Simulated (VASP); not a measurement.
Input:

```
Os
1.0
    1.37080    -2.37429     0.00000
    1.37080     2.37429     0.00000
    0.00000     0.00000     4.33282
Os
2
Direct
  0.33333   0.66667   0.25000
  0.66667   0.33333   0.75000
```

Computed with PBE GGA, VASP's PBE PAW potentials (set 64) (plane waves; VASP). Numerical set-up: 500 eV cut-off, 15×15×9 Γ-centred mesh, first-order Methfessel-Paxton smearing of 0.10 eV, potentials Os.

Task: The ions, cell shape and volume at an external pressure of 10.0 GPa are relaxed. Predict the relaxed structure.

Result: 
```
Os
1.0
    1.36496    -2.36419     0.00000
    1.36496     2.36419     0.00000
    0.00000     0.00000     4.31859
Os
2
Direct
  0.33333   0.66667   0.25000
  0.66667   0.33333   0.75000
```
Space group P6_3/mmc (194), at a tolerance of 0.03 Å.

Task: How do energy and volume change from the first to the last step?

Result: The energy (σ→0) changes by +7.7 meV/atom and the volume by -1.2 %, in 7 ionic steps.

```json
[
 {"step": "1", "E(σ→0) (eV)": "-22.4984", "max force (eV/Å)": "0.000", "pressure (GPa)": "4.89", "volume (Å³)": "28.20"},
 {"step": "2", "E(σ→0) (eV)": "-22.2690", "max force (eV/Å)": "0.000", "pressure (GPa)": "38.11", "volume (Å³)": "26.41"},
 {"step": "3", "E(σ→0) (eV)": "-22.4838", "max force (eV/Å)": "0.000", "pressure (GPa)": "9.89", "volume (Å³)": "27.89"},
 {"step": "4", "E(σ→0) (eV)": "-22.4834", "max force (eV/Å)": "0.000", "pressure (GPa)": "9.99", "volume (Å³)": "27.88"},
 {"step": "5", "E(σ→0) (eV)": "-22.4830", "max force (eV/Å)": "0.000", "pressure (GPa)": "10.10", "volume (Å³)": "27.87"},
 {"step": "6", "E(σ→0) (eV)": "-22.4829", "max force (eV/Å)": "0.000", "pressure (GPa)": "10.11", "volume (Å³)": "27.87"},
 {"step": "7", "E(σ→0) (eV)": "-22.4830", "max force (eV/Å)": "0.000", "pressure (GPa)": "10.10", "volume (Å³)": "27.87"}
]
```

The compound is Os in the hcp structure. This run relaxes it under an external pressure of 10 GPa. Symmetry was kept, so distortions that lower it aren't found.
